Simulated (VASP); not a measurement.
Energy against volume of HgTe (zinc blende). All values below come from PW91 GGA, VASP's PBE PAW potentials (set 64) (plane waves; VASP). Run with 520 eV cut-off, 10×10×10 Γ-centred mesh, first-order Methfessel-Paxton smearing of 0.10 eV, potentials Hg Te.

| V (Å³/atom) | E (eV/atom) |
|---|---|
| 35.766 | -1.85283 |
| 36.872 | -1.85677 |
| 37.978 | -1.85353 |
| 39.084 | -1.84432 |

Problem. Fit these four points and predict the energy of the run at 34.659 Å³/atom.

Solution. A cubic in V^(−2/3), the third-order Birch-Murnaghan form, passes through the four points with V0 = 36.89 Å³/atom and B0 = 34 GPa, and gives -1.8402 eV/atom there. The run gave -1.8402 eV/atom, +0.0 meV/atom from the fit; all five points give B0 = 35 GPa.

The compound is HgTe in the zinc blende structure. It was relaxed first, which changed the volume by +9 %.
